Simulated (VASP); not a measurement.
# NCBrH2 in VASP: settings compared, part 2 of 2

VASP 6.6.1.

## Step 5: Single point, B3LYP

POSCAR reads:

```
H2CBrN
1.0
   13.0000000000      0.0000000000      0.0000000000
    0.0000000000     11.0000000000      0.0000000000
    0.0000000000      0.0000000000     11.0000000000
N C Br H
1 1 1 2
Cartesian
    5.5592999800      4.9496000400      5.6452000000
    6.6652999400      5.4592000100      5.3867000000
    8.1563999400      5.1805000500      6.5253999800
    4.8696000600      5.1972000300      4.9358999800
    6.9402000200      6.0924000500      4.5426000400
```

INCAR.step1 reads:

```
SYSTEM = H2CBrN
PREC = Accurate
ENCUT = 400
EDIFF = 1E-5
ISMEAR = 0
SIGMA = 0.01
LREAL = .FALSE.
LASPH = .TRUE.
NELM = 100
ALGO = Normal
ISIF = 2
LWAVE = .TRUE.
GGA = PE
```

INCAR.step2 reads:

```
SYSTEM = H2CBrN
PREC = Accurate
ENCUT = 400
EDIFF = 1E-6
ISMEAR = 0
SIGMA = 0.01
LREAL = .FALSE.
LASPH = .TRUE.
NELM = 100
ALGO = Normal
ISIF = 2
LWAVE = .FALSE.
LCHARG = .TRUE.
GGA = B3
LHFCALC = .TRUE.
AEXX = 0.2
AGGAX = 0.72
AGGAC = 0.81
ALDAC = 0.19
PRECFOCK = Fast
HFRCUT = -1
LELF = .TRUE.
LVHAR = .TRUE.
LVACPOTAV = .TRUE.
ISTART = 1
```

KPOINTS reads:

```
regular mesh
0
G
  1 1 1
  0 0 0
```

Potentials or basis: VASP PAW PBE potentials, release 64 (N_s, C_s, Br, H_s).

On the command line:

```console
$ cat potpaw_PBE.64/N_s/POTCAR potpaw_PBE.64/C_s/POTCAR potpaw_PBE.64/Br/POTCAR potpaw_PBE.64/H_s/POTCAR > POTCAR
$ cp INCAR.step1 INCAR
$ mpirun -np 1 vasp_gam > vasp.out
$ cp INCAR.step2 INCAR
$ mpirun -np 1 vasp_gam > vasp.out
```

OUTCAR:

```text
SYSTEM = H2CBrN
   PREC = Accurate
   ENCUT = 400
   EDIFF = 1E-6
   ISMEAR = 0
   LREAL = .FALSE.
   LASPH = .TRUE.
   NELM = 100
   ISIF = 2
   GGA = B3
   LHFCALC = .TRUE.
   AEXX = 0.2
   PRECFOCK = Fast
   ISTART = 1

 ion  position               nearest neighbor table
   1  0.428  0.450  0.513-   4 1.02   2 1.24
   2  0.513  0.496  0.490-   5 1.09   1 1.24   3 1.90
   3  0.627  0.471  0.593-   2 1.90
   4  0.375  0.472  0.449-   1 1.02
   5  0.534  0.554  0.413-   2 1.09

  LATTYP: Found a simple tetragonal cell.
 ALAT       =    11.0000000000
 C/A-ratio  =     1.1818181818

  Lattice vectors:

 A1 = (   0.0000000000,  11.0000000000,   0.0000000000)
 A2 = (   0.0000000000,   0.0000000000,  11.0000000000)
 A3 = (  13.0000000000,   0.0000000000,   0.0000000000)

Analysis of symmetry for initial positions (statically):
=====================================================================
 Subroutine PRICEL returns:
 Original cell was already a primitive cell.

 Routine SETGRP: Setting up the symmetry group for a
 simple tetragonal supercell.

 Subroutine GETGRP returns: Found  1 space group operations
 (whereof  1 operations were pure point group operations)
 out of a pool of 16 trial point group operations.

The static configuration has the point symmetry C_1 .

Analysis of symmetry for dynamics (positions and initial velocities):
=====================================================================
 Subroutine PRICEL returns:
 Original cell was already a primitive cell.

 Routine SETGRP: Setting up the symmetry group for a
 simple tetragonal supercell.

 Subroutine GETGRP returns: Found  1 space group operations
 (whereof  1 operations were pure point group operations)
 out of a pool of 16 trial point group operations.

The dynamic configuration has the point symmetry C_1 .

 Subroutine INISYM returns: Found  1 space group operations
 (whereof  1 operations are pure point group operations),
 and found     1 'primitive' translations

----------------------------------------------------------------------------------------

                                     Primitive cell

  volume of cell :    1573.0000

  direct lattice vectors                    reciprocal lattice vectors
    13.000000000  0.000000000  0.000000000     0.076923077  0.000000000  0.000000000
     0.000000000 11.000000000  0.000000000     0.000000000  0.090909091  0.000000000
     0.000000000  0.000000000 11.000000000     0.000000000  0.000000000  0.090909091

  length of vectors
    13.000000000 11.000000000 11.000000000     0.076923077  0.090909091  0.090909091

  position of ions in fractional coordinates (direct lattice)
     0.427638460  0.449963640  0.513200000
     0.512715380  0.496290910  0.489700000
     0.627415380  0.470954550  0.593218180
     0.374584620  0.472472730  0.448718180
     0.533861540  0.553854550  0.412963640

  ion indices of the primitive-cell ions
   primitive index   ion index
                 1           1
                 2           2
                 3           3
                 4           4
                 5           5

----------------------------------------------------------------------------------------

 KPOINTS: regular mesh

Automatic generation of k-mesh.
 Grid dimensions read from file:
 generate k-points for:    1    1    1

 Generating k-lattice:

  Cartesian coordinates                     Fractional coordinates (reciprocal lattice)
     0.076923077  0.000000000  0.000000000     1.000000000  0.000000000  0.000000000
     0.000000000  0.090909091  0.000000000     0.000000000  1.000000000  0.000000000
     0.000000000  0.000000000  0.090909091     0.000000000  0.000000000  1.000000000

  Length of vectors
     0.076923077  0.090909091  0.090909091

  Shift w.r.t. Gamma in fractional coordinates (k-lattice)
     0.000000000  0.000000000  0.000000000

 Subroutine IBZKPT returns following result:
 ===========================================

 Found      1 irreducible k-points:

 Following reciprocal coordinates:
            Coordinates               Weight
  0.000000  0.000000  0.000000      1.000000
   k-points           NKPTS =      1   k-points in BZ     NKDIM =      1   number of bands    NBANDS=     13
   number of dos      NEDOS =    301   number of ions     NIONS =      5
   total plane-waves  NPLWV = 466560
   dimension x,y,z NGX =    90 NGY =   72 NGZ =   72
   dimension x,y,z NGXF=   180 NGYF=  144 NGZF=  144
   ions per type =               1   1   1   2
   NGX,Y,Z   is equivalent  to a cutoff of  11.51, 10.88, 10.88 a.u.
   NGXF,Y,Z  is equivalent  to a cutoff of  23.02, 21.76, 21.76 a.u.
 SYSTEM =  H2CBrN
   PREC   = accura    normal or accurate (medium, high low for compatibility)
   ISTART =      1    job   : 0-new  1-cont  2-samecut
   ICHARG =      0    charge: 1-file 2-atom 10-const
   ISPIN  =      1    spin polarized calculation?
   LNONCOLLINEAR =      F non collinear calculations
   LSORBIT =      F    spin-orbit coupling
   LASPH  =      T    aspherical Exc in radial PAW
   ENCUT  =  400.0 eV  29.40 Ry    5.42 a.u.  21.20 17.94 17.94*2*pi/ulx,y,z
   NELM   =    100;   NELMIN=  2; NELMDL=  0     # of ELM steps
   EDIFF  = 0.1E-05   stopping-criterion for ELM
   LREAL  =      F    real-space projection
   EDIFFG = 0.1E-04   stopping-criterion for IOM
   NSW    =      0    number of steps for IOM
   IBRION =     -1    ionic relax: 0-MD 1-quasi-New 2-CG
   NFREE  =      0    steps in history (QN), initial steepest desc. (CG)
   ISIF   =      2    stress and relaxation
   ISYM   =      3    0-nonsym 1-usesym 2-fastsym
   POTIM  = 0.5000    time-step for ionic-motion
   TEBEG  =    0.0;   TEEND  =   0.0 temperature during run
   PSTRESS=    0.0 pullay stress
   NELECT =      18.0000    total number of electrons
   NUPDOWN=      -1.0000    fix difference up-down
   EMIN   =  10.00;   EMAX   =-10.00  energy-range for DOS
   EFERMI =   0.00;   METHOD = LEGACY
   ISMEAR =     0;   SIGMA  =   0.01  broadening in eV -4-tet -1-fermi 0-gaus
   EFERMI_NEDOS =   21; number of points for ismear=-14 and -15
   IALGO  =     38    algorithm
   IMIX   =      1    mixing-type and parameters
     AMIX     =   0.40;   BMIX     =  1.00
     AMIX_MAG =   1.60;   BMIX_MAG =  1.00
  volume/ion in A,a.u.               =     314.60      2123.03
  Fermi-wavevector in a.u.,A,eV,Ry     =   0.368912  0.697143  1.851699  0.136096
  Thomas-Fermi vector in A             =   1.295136
   LORBIT       =      0    0 simple, 1 ext, 2 COOP (PROOUT), +10 PAW based schemes
   GGA     = B3    functional components
   LHFCALC =     T    Hartree Fock is set to
   PRECFOCK=fast      Normal, Fast or Accurate (Low or Medium for compatibility)
   ENCUT4O =  -1.0   cutoff for four orbital integrals eV
   NKREDX  =     1    reduce k-point grid by
   NKREDY  =     1    reduce k-point grid by
   NKREDZ  =     1    reduce k-point grid by
   AEXX    =    0.2000 exact exchange contribution
   HFSCREEN=    0.0000 screening length (either q_TF or 0.3 A-1)
   HFSCREENC=   0.0000 screening length for correlation (either q_TF or 0.3 A-1)
   ENCUTFOCK=  -1.0 apply spherical cutoff to Coloumb kernel
   IVDW    =     0    specifies the selected vdW correction
   LEPSILON=     F    determine dielectric tensor
   LRPA    =     F    only Hartree local field effects (RPA)
 non-spin polarized calculation
 Gauss-broadening in eV      SIGMA  =   0.01
  energy-cutoff  :      400.00
  volume of cell :     1573.00
 maximum number of plane-waves:     14280
 NGX is ok and might be reduce to    90
  NGX = 48; NGY = 40; NGZ = 40

 number of electron      17.9999998 magnetization

 Free energy of the ion-electron system (eV)
  ---------------------------------------------------
  ext. energy  EPLUGINS =         0.00000000
  ---------------------------------------------------
  free energy    TOTEN  =       -30.02267379 eV

  energy without entropy =      -30.02267379  energy(sigma->0) =      -30.02267379

 E-fermi :  -7.7852     XC(G=0):  -0.5981

 val. band max:       -7.8418637688   @ k =   0.0000   0.0000   0.0000
 cond. band min:      -0.9674261266   @ k =   0.0000   0.0000   0.0000
 fundamental gap:      6.8744376423
 Fermi energy:        -7.7851503337

 k-point     1 :       0.0000    0.0000    0.0000
  band No.  band energies     occupation
      1     -25.7932      2.00000
      2     -22.1975      2.00000
      3     -16.5287      2.00000
      4     -14.6859      2.00000
      5     -11.5238      2.00000
      6     -10.4448      2.00000
      7      -8.0113      2.00000
      8      -7.9668      2.00000
      9      -7.8419      2.00000
     10      -0.9674      0.00000
     11      -0.2790      0.00000
     12      -0.2258      0.00000
     13       0.5248      0.00000

------------------------ aborting loop because EDIFF is reached ----------------------------------------

  FORCE on cell =-STRESS in cart. coord.  units (eV):
  Direction    XX          YY          ZZ          XY          YZ          ZX
  --------------------------------------------------------------------------------------
  -------------------------------------------------------------------------------------
  Total        2.2045885      0.1474002      0.2815829      0.5078336     -0.1797688      0.3201822
  in kB        2.2454811      0.1501344      0.2868060      0.5172533     -0.1831033      0.3261212
  external PRESSURE =       0.8941405 kB  Pullay stress =       0.0000000 kB

 VOLUME and BASIS-vectors are now :
 -----------------------------------------------------------------------------
  energy-cutoff  :      400.00
  volume of cell :     1573.00
      direct lattice vectors                 reciprocal lattice vectors
    13.000000000  0.000000000  0.000000000     0.076923077  0.000000000  0.000000000
     0.000000000 11.000000000  0.000000000     0.000000000  0.090909091  0.000000000
     0.000000000  0.000000000 11.000000000     0.000000000  0.000000000  0.090909091

 POSITION                                       TOTAL-FORCE (eV/Angst)
 -----------------------------------------------------------------------------------
      5.55930      4.94960      5.64520        -0.976270     -0.559239      0.397632
      6.66530      5.45920      5.38670         1.105546      0.616066     -0.421627
      8.15640      5.18050      6.52540         0.314988     -0.044691      0.218417
      4.86960      5.19720      4.93590        -0.428394      0.020059     -0.233618
      6.94020      6.09240      4.54260        -0.015870     -0.032196      0.039196
 -----------------------------------------------------------------------------------
    total drift:                                0.000050      0.000871      0.000079

  FREE ENERGIE OF THE ION-ELECTRON SYSTEM (eV)
  ---------------------------------------------------
  free  energy   TOTEN  =       -30.0226737916 eV

  energy  without entropy=      -30.0226737916  energy(sigma->0) =      -30.02267379
```

Wall time 6.5 min (1 thread of Intel Xeon Platinum 8488C (Sapphire Rapids), shared host); peak memory 0.91 GiB.

What came out:

```yaml
Free_energy: -30.0227 eV
Largest_force: 1.334 eV/Å
Gap_between_the_frontier_levels: 6.87 eV
```

Forces on the atoms (eV/Å):
```
N   -0.976 -0.559  0.398
C    1.106  0.616 -0.422
Br   0.315 -0.045  0.218
H   -0.428  0.020 -0.234
H   -0.016 -0.032  0.039
```

Levels at points of the mesh, in eV from the valence-band top:
| k point | band 7 | band 8 | band 9 | band 10 | band 11 | band 12 |
| --- | --- | --- | --- | --- | --- | --- |
| (0.00, 0.00, 0.00) | -0.17 | -0.12 | 0.00 | 6.87 | 7.56 | 7.62 |

Caveat: the standard files for N, O and F lose accuracy on very short bonds; the PAW data sets were made with another functional, which shifts forces and pressure a little.

## Step 6: For comparison

An earlier run on the cell as given: functional PBE; potentials or basis VASP PAW PBE potentials, release 64 (N, C, Br, H); cutoff 520 eV; k mesh 1 × 1 × 1; occupations gaussian, width 0.01 eV; no spin polarisation.

- Largest force: 0.847 eV/Å
- Gap between the frontier levels: 5.00 eV

## Step 7: The runs side by side

```tsv
task	level	potentials or basis	cutoff (eV)	grid for exact exchange (PRECFOCK)	exchange at q = 0	gap on the mesh (eV)	largest force (eV/Å)
atomic charges	PBE+TS	VASP PAW PBE potentials, release 64 (N, C, Br, H)	520	-	-	5.00	0.85
electron localisation function	PBE	VASP PAW PBE potentials, release 64 (N, C, Br, H)	520	-	-	5.00	0.85
single point	vdW-DF2	VASP PAW PBE potentials, release 64 (N, C, Br, H)	520	-	-	5.04	0.99
single point	B3LYP	VASP PAW PBE potentials, release 64 (N_s, C_s, Br, H_s)	400	Fast	truncated	6.87	1.33
single point	PBE	VASP PAW PBE potentials, release 64 (N, C, Br, H)	520	-	-	5.00	0.85
```

Alike in all rows: no spin polarisation; cell as given; k mesh 1 × 1 × 1; smearing gaussian 0.01 eV.

Caveats: the standard files for N, O and F lose accuracy on very short bonds; the PAW data sets were made with another functional, which shifts forces and pressure a little (some runs).

Total energies depend on the potentials used, so only differences within one code and one set of settings carry meaning.
